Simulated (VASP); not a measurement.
All values below come from LDA (Ceperley-Alder, Perdew-Zunger), VASP's LDA PAW potentials (set 64) (plane waves; VASP).

VASP ran on this input.

### KPOINTS
```
Automatic mesh
0
Gamma
10 10 4
0 0 0
```

INCAR:
```
ALGO = Normal
EDIFF = 1E-6
EDIFFG = -0.02
ENCUT = 620
IBRION = 2
ISIF = 3
ISMEAR = 0
LASPH = .TRUE.
LCHARG = .FALSE.
LREAL = .FALSE.
LWAVE = .FALSE.
NELM = 100
NSW = 40
PREC = Accurate
PSTRESS = 200
SIGMA = 0.05
SYSTEM = C
```

### POSCAR
```
C
1
    1.2071467763    -2.0908387256    -0.0000000000
    1.2071467763     2.0908387256     0.0000000000
   -0.0000000000     0.0000000000     5.4688547687
C
4
Direct
  0.0000000000   1.0000000000   0.2500000000
  1.0000000000   0.0000000000   0.7500000000
  0.3333330000   0.6666670000   0.2500000000
  0.6666670000   0.3333330000   0.7500000000
```

POTCAR, in this order: C (LDA.64 set). Program: vasp_std.

Output of the run:

### OUTCAR
```
 ion  position               nearest neighbor table
   1  0.000  0.000  0.250-   3 1.39   3 1.39   3 1.39
   2  0.000  0.000  0.750-   4 1.39   4 1.39   4 1.39
   3  0.333  0.667  0.250-   1 1.39   1 1.39   1 1.39
   4  0.667  0.333  0.750-   2 1.39   2 1.39   2 1.39
  LATTYP: Found a hexagonal cell.
 ALAT       =     2.4142928397
 C/A-ratio  =     2.2651994318
 Subroutine PRICEL returns:
 Original cell was already a primitive cell.
 Subroutine GETGRP returns: Found 24 space group operations
The static configuration has the point symmetry D_3d.
 The point group associated with its full space group is D_6h.
The dynamic configuration has the point symmetry D_3d.
 Subroutine INISYM returns: Found 24 space group operations
 Subroutine IBZKPT returns following result:
 Found     42 irreducible k-points:

 Following reciprocal coordinates:
            Coordinates               Weight
  0.000000  0.000000  0.000000      1.000000
  0.100000 -0.000000  0.000000      6.000000
  0.200000 -0.000000  0.000000      6.000000
  0.300000  0.000000  0.000000      6.000000
  0.400000  0.000000  0.000000      6.000000
  0.500000  0.000000  0.000000      3.000000
  0.100000  0.100000  0.000000      6.000000
  0.200000  0.100000  0.000000     12.000000
  0.300000  0.100000  0.000000     12.000000
  0.400000  0.100000  0.000000     12.000000
  0.200000  0.200000  0.000000      6.000000
  0.300000  0.200000  0.000000     12.000000
  0.400000  0.200000  0.000000      6.000000
  0.300000  0.300000  0.000000      6.000000
  0.000000  0.000000  0.250000      2.000000
  0.100000 -0.000000  0.250000     12.000000
  0.200000 -0.000000  0.250000     12.000000
  0.300000  0.000000  0.250000     12.000000
  0.400000  0.000000  0.250000     12.000000
  0.500000  0.000000  0.250000      6.000000
...
```

### OSZICAR
```
       N       E                     dE             d eps       ncg     rms          rms(c)
DAV:   1     0.440574730329E+02    0.44057E+02   -0.95959E+03  1008   0.146E+03
DAV:   2    -0.395716491549E+02   -0.83629E+02   -0.75939E+02  1352   0.244E+02
DAV:   3    -0.431095375631E+02   -0.35379E+01   -0.35049E+01  1308   0.491E+01
DAV:   4    -0.431458423026E+02   -0.36305E-01   -0.36263E-01  1252   0.584E+00
DAV:   5    -0.431464330780E+02   -0.59078E-03   -0.59067E-03  1248   0.722E-01    0.986E+00
DAV:   6    -0.408501114210E+02    0.22963E+01   -0.23107E+00  1164   0.109E+01    0.563E+00
DAV:   7    -0.401552219179E+02    0.69489E+00   -0.21978E+00  1172   0.108E+01    0.148E+00
DAV:   8    -0.401551074454E+02    0.11447E-03   -0.53501E-02  1164   0.175E+00    0.104E-01
DAV:   9    -0.401548624131E+02    0.24503E-03   -0.11688E-03  1252   0.286E-01    0.512E-02
DAV:  10    -0.401548699870E+02   -0.75739E-05   -0.35485E-05  1228   0.506E-02    0.156E-02
DAV:  11    -0.401548675466E+02    0.24404E-05   -0.70670E-06  1260   0.205E-02    0.155E-03
DAV:  12    -0.401548675335E+02    0.13047E-07   -0.13667E-07   768   0.365E-03
   1 F= -.36708779E+02 E0= -.36708776E+02  d E =-.367088E+02
```

**OUTCAR**
```
------------------------ aborting loop because EDIFF is reached ----------------------------------------
  FORCE on cell =-STRESS in cart. coord.  units (eV):
  Direction    XX          YY          ZZ          XY          YZ          ZX
  --------------------------------------------------------------------------------------
  Total        3.5088775      3.5088747      3.4596448      0.0000000      0.0000000     -0.0000000
  in kB      203.6440800    203.6439196    200.7867690      0.0000000      0.0000000     -0.0000000
  external PRESSURE =       2.6915895 kB  Pullay stress =     200.0000000 kB
  volume of cell :       27.61
      direct lattice vectors                 reciprocal lattice vectors
     1.207146776 -2.090838726  0.000000000     0.414199839 -0.239138483  0.000000000
     1.207146776  2.090838726  0.000000000     0.414199839  0.239138483  0.000000000
     0.000000000  0.000000000  5.468854769     0.000000000  0.000000000  0.182853640
 POSITION                                       TOTAL-FORCE (eV/Angst)
 -----------------------------------------------------------------------------------
      0.00000      0.00000      1.36721         0.000000     -0.000000      0.000000
      0.00000      0.00000      4.10164        -0.000000      0.000000      0.000000
      1.20715      0.69695      1.36721         0.000000     -0.000000     -0.000000
      1.20715     -0.69695      4.10164        -0.000000      0.000000      0.000000
 -----------------------------------------------------------------------------------
    total drift:                                0.000000     -0.000000      0.000000
  FREE ENERGIE OF THE ION-ELECTRON SYSTEM (eV)
  ---------------------------------------------------
  free  energy   TOTEN  =       -40.1548675335 eV

  energy  without entropy=      -40.1548607312  energy(sigma->0) =      -40.15486413
  enthalpy is  TOTEN    =       -36.7087791363 eV   P V=        3.4460883972

 reached required accuracy - stopping structural energy minimisation
```
(Selected blocks of OUTCAR.)

The compound is C in the graphite structure. It was relaxed first under an external pressure of 20 GPa.
